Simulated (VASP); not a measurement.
Consider the following.

```yaml
crystal:
  lattice:
    - [3.55241, 2.05098, 2.20667]
    - [-3.55241, 2.05098, 2.20667]
    - [0.00000, -4.10197, 2.20667]
  atoms:
    - { symbol: Sr, position: [0.50000, 0.50000, 0.50000] }
    - { symbol: Ni, position: [0.00000, 0.00000, 0.00000] }
    - { symbol: F, position: [0.72215, 0.72215, 0.06806] }
    - { symbol: F, position: [0.27785, 0.27785, 0.93194] }
    - { symbol: F, position: [0.06806, 0.72215, 0.72215] }
    - { symbol: F, position: [0.93194, 0.27785, 0.27785] }
    - { symbol: F, position: [0.72215, 0.06806, 0.72215] }
    - { symbol: F, position: [0.27785, 0.93194, 0.27785] }
```

Calculation: r2SCAN meta-GGA, VASP's PBE PAW potentials (set 64) (plane waves; VASP). Numerical set-up: 520 eV cut-off, 6×6×6 Γ-centred mesh, tetrahedra with Blöchl corrections, potentials Sr_sv Ni F.

The cores are frozen, which limits the accuracy of field gradients.

**Question.** Give the principal components of the electric field gradient (V/Å²) and the asymmetry η at each nucleus.

**Answer.** 
```
atom     Vxx    Vyy    Vzz     η
----  ------  -----  -----  ----
Sr1      8.4    8.4  -16.8  0.00
Ni2     -0.3   -0.3    0.7  0.00
F3    -138.3  -88.8  227.1  0.22
F4    -138.3  -88.8  227.1  0.22
F5    -138.3  -88.8  227.1  0.22
F6    -138.3  -88.8  227.1  0.22
F7    -138.3  -88.8  227.1  0.22
F8    -138.3  -88.8  227.1  0.22
```

The structure comes from a computed database's SrNiF6 entry (R-3m); how it stands against other phases isn't given here. It was relaxed first. The run is not spin-polarised, so no magnetic state was tried.
